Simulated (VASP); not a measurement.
VASP input:

**INCAR**
```
ALGO  =  Normal
EDIFF  =  1E-6
EDIFFG  =  -0.02
ENCUT  =  620
GGA  =  PS
IBRION  =  2
ISIF  =  3
ISMEAR  =  1
LASPH  =  .TRUE.
LCHARG  =  .FALSE.
LMAXMIX  =  6
LREAL  =  .FALSE.
LWAVE  =  .FALSE.
NELM  =  100
NSW  =  40
PREC  =  Accurate
PSTRESS  =  100
SIGMA  =  0.1
SYSTEM  =  TaC
```

File KPOINTS:
```
Automatic mesh
0
Gamma
14 14 14
0 0 0
```

### POSCAR
```
TaC
1
    0.0000000000     2.2112198626     2.2112198626
    2.2112198626     0.0000000000     2.2112198626
    2.2112198626     2.2112198626     0.0000000000
Ta C
1 1
Direct
  0.0000000000   0.0000000000   0.0000000000
  0.5000000000   0.5000000000   0.5000000000
```

POTCAR, in this order: Ta_pv C (PBE.64 set). Program: vasp_std.

Q: Write an equivalent input for Ansatz.

A: One equivalent input (not run):
Ansatz 0.2 input:
```yaml
crystal:
  lattice:
    - [0.0000000, 2.2112199, 2.2112199]
    - [2.2112199, 0.0000000, 2.2112199]
    - [2.2112199, 2.2112199, 0.0000000]
  atoms:
    - { symbol: Ta, position: [0.0000000, 0.0000000, 0.0000000] }
    - { symbol: C, position: [0.5000000, 0.5000000, 0.5000000] }
kpoints:
  mp_grid: { grid: [14, 14, 14] }
hamiltonian:
  xc: pbesol
  pseudopotentials: { kind: paw }
scf:
  occupations: { method: methfessel_paxton, width: 0.1 }
  max_iter: 100
relax:
  max_steps: 40
  f_tol: 0.02
  cell: { p_target: 10 }
output: { forces: true, stress: true, eigenvalues: true }
```
The two are equivalent in intent, not identical: each code has its own PAW files, so the cut-off isn't converted (ENCUT is set for VASP's; basis.ecutwfc is left out, and Ansatz then takes the one that its files recommend); Ansatz stops its SCF on the density residual and VASP on the energy change (EDIFF).

The compound is TaC in the rock salt structure. This run relaxes it under an external pressure of 10 GPa. Symmetry was kept, so distortions that lower it aren't found.
